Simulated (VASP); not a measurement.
A convergence study with VASP on La (space group no. 194 when undisturbed): a few settings are varied, all else stays as given below, so the limit is that of these other settings. One atom is moved off its site, so that forces are finite.

```
CELL_PARAMETERS angstrom
      1.87557    -3.24859     0.00000
      1.87557     3.24859     0.00000
      0.00000     0.00000    12.09920
ATOMIC_POSITIONS crystal
  La 0.00000 0.00000 0.50413
  La 0.00000 0.00000 0.00000
  La 0.33333 0.66667 0.25000
  La 0.66667 0.33333 0.75000
```

Method: PBEsol GGA, VASP's PBE PAW potentials (set 64) (plane waves; VASP 6.6.1). The last row used: 300 eV cut-off, 10×10×3 Γ-centred mesh, Fermi-Dirac smearing of 0.10 eV, potentials La.

| setting | E (eV/atom) | pressure (GPa) | largest force (eV/Å) | irreducible k-points |
|---|---|---|---|---|
| NBANDS = 23 | -5.3294 | -1.93 | 0.074 | 36 |
| NBANDS = 24 | (withheld) | -1.88 | (withheld) | 36 |
| NBANDS = 25 | (withheld) | -1.88 | (withheld) | 36 |
| NBANDS = 26 | -5.3288 | -1.88 | 0.086 | 36 |
| NBANDS = 28 | -5.3288 | -1.88 | 0.086 | 36 |
| NBANDS = 32 | -5.3288 | -1.88 | 0.086 | 36 |
| NBANDS = 38 | -5.3288 | -1.88 | 0.086 | 36 |
| NBANDS = 54 | -5.3288 | -1.87 | 0.086 | 36 |

Q: Fill in the missing entries.

A: 
- NBANDS = 24, E (eV/atom): -5.3292
- NBANDS = 24, largest force (eV/Å): 0.085
- NBANDS = 25, E (eV/atom): -5.3289
- NBANDS = 25, largest force (eV/Å): 0.087

VASP warned of too few bands at NBANDS = 23; NBANDS = 24; NBANDS = 25.

Left out are rungs that failed or repeat a setting and relaxations that didn't move; long series are thinned to 24 rows.

The structure is a typed La crystal (space group no. 194). The cell was not relaxed at this level, it is distorted from the ideal structure. VASP warned that the highest band is occupied, so more bands are needed.
